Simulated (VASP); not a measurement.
Calculation: r2SCAN+rVV10, VASP's PBE PAW potentials (set 64) (plane waves; VASP).

The input files of a VASP run:

POSCAR:
```
AgCl
1
    0.0000000000     2.7499351973     2.7499351973
    2.7499351973     0.0000000000     2.7499351973
    2.7499351973     2.7499351973     0.0000000000
Ag Cl
1 1
Direct
  0.0000000000   0.0000000000   0.0000000000
  0.5000000000   0.5000000000   0.5000000000
```

KPOINTS:
```
kpoints
0
Gamma
9 9 9
0 0 0
```

File KPOINTS_OPT:
```
k-points along high-symmetry lines
10
Line-mode
Reciprocal
  0.000000   0.000000   0.000000 ! GAMMA
  0.500000   0.000000   0.500000 ! X

  0.500000   0.000000   0.500000 ! X
  0.625000   0.250000   0.625000 ! U

  0.375000   0.375000   0.750000 ! K
  0.000000   0.000000   0.000000 ! GAMMA

  0.000000   0.000000   0.000000 ! GAMMA
  0.500000   0.500000   0.500000 ! L

  0.500000   0.500000   0.500000 ! L
  0.500000   0.250000   0.750000 ! W

  0.500000   0.250000   0.750000 ! W
  0.500000   0.000000   0.500000 ! X
```

### INCAR
```
METAGGA  =  R2SCAN
NEDOS  =  601   ! DOS grid
LWAVE  =  .FALSE.
ISIF  =  2   ! forces and stress, cell fixed
PREC  =  Accurate
EDIFF  =  1E-7
LUSE_VDW  =  .TRUE.
ENCUT  =  520
ALGO  =  Normal   ! blocked Davidson
CPARAM  =  0.0093
SYSTEM  =  AgCl
LREAL  =  .FALSE.
LMIXTAU  =  .TRUE.
LORBIT  =  11   ! lm-projected
LMAXMIX  =  4   ! l cut-off of mixed one-centre charges
BPARAM  =  11.95
LCHARG  =  .FALSE.
NELM  =  100   ! most electronic steps
LASPH  =  .TRUE.   ! aspherical one-centre terms
ISMEAR  =  -5
```

POTCAR, in this order: Ag Cl (PBE.64 set). Program: vasp_std.

### Question
What does the run give for the energy per atom (σ→0), band gap (over mesh and band path)?

### Answer

The energy per atom (σ→0) is -14.047 eV/atom and the band gap (over mesh and band path) is 1.37 eV.

OSZICAR:
```
...
DAV:  16    -0.280942608445E+02    0.14128E-05   -0.53489E-06   950   0.266E-02    0.249E-03
DAV:  17    -0.280942614268E+02   -0.58232E-06   -0.32008E-07   990   0.614E-03    0.255E-03
DAV:  18    -0.280942618341E+02   -0.40733E-06   -0.22851E-08   480   0.237E-03    0.115E-03
DAV:  19    -0.280942621843E+02   -0.35017E-06   -0.86615E-08   480   0.268E-03    0.712E-04
DAV:  20    -0.280942622381E+02   -0.53769E-07   -0.27917E-08   465   0.190E-03
   1 F= -.28094262E+02 E0= -.28094262E+02  d E =0.000000E+00
       N       E                     dE             ncg
       N       E                     dE             ncg
```

The compound is AgCl in the rock salt structure. It was relaxed first.
